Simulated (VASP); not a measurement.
VASP ran on this input.

### INCAR
```
# general
SYSTEM   =  ZnS
PREC     =  Accurate
ENCUT    =  480
LREAL    =  .False.   # projection in real space or not
LASPH    =  .True.   # aspherical one-centre terms

# electronic loop
EDIFF    =  1E-6
NELM     =  100   # most electronic steps
ALGO     =  Normal
LMAXMIX  =  4   # l cut-off of mixed one-centre charges

# smearing
ISMEAR   =  0   # Gaussian
SIGMA    =  0.05

# functional
GGA      =  PE   # PBE

# ions
IBRION   =  2   # conjugate gradients
NSW      =  60
ISIF     =  3   # ions, shape and volume
EDIFFG   =  -0.02

# output
LWAVE    =  .False.
LCHARG   =  .False.
```

### POSCAR
```
ZnS
1.0
  3.8486018399   0.0000000000   0.0000000000
 -1.9243009200   3.3329869190   0.0000000000
  0.0000000000   0.0000000000   6.3042747424
Zn S
2 2
Direct
  0.3333330000   0.6666670000   0.0001175807
  0.6666670000   0.3333330000   0.5001175807
  0.3333330000   0.6666670000   0.3748824193
  0.6666670000   0.3333330000   0.8748824193
```

**KPOINTS**
```
kpoints
0
G
 6 6 3
0 0 0
```

POTCAR, in this order: Zn S (PBE.64 set). Program: vasp_std.

Problem. Write an equivalent input for Ansatz.

Solution. One equivalent input (not run):
Ansatz 0.2 input:
```yaml
crystal:
  lattice:
    - [3.8486018, 0.0000000, 0.0000000]
    - [-1.9243009, 3.3329869, 0.0000000]
    - [0.0000000, 0.0000000, 6.3042747]
  atoms:
    - { symbol: Zn, position: [0.3333330, 0.6666670, 0.0001176] }
    - { symbol: Zn, position: [0.6666670, 0.3333330, 0.5001176] }
    - { symbol: S, position: [0.3333330, 0.6666670, 0.3748824] }
    - { symbol: S, position: [0.6666670, 0.3333330, 0.8748824] }
kpoints:
  mp_grid: { grid: [6, 6, 3] }
hamiltonian:
  xc: pbe
  pseudopotentials: { kind: paw }
scf:
  occupations: { method: gaussian, width: 0.05 }
  max_iter: 100
relax:
  max_steps: 60
  f_tol: 0.02
  cell: {}
output: { forces: true, stress: true, eigenvalues: true }
```
What does not carry over: each code has its own PAW files, so the cut-off isn't converted (ENCUT is set for VASP's; basis.ecutwfc is left out, and Ansatz then takes the one that its files recommend); Ansatz stops its SCF on the density residual and VASP on the energy change (EDIFF).

The compound is ZnS in the wurtzite structure, the high-temperature form. It was relaxed first. The start is the result of an earlier pass.
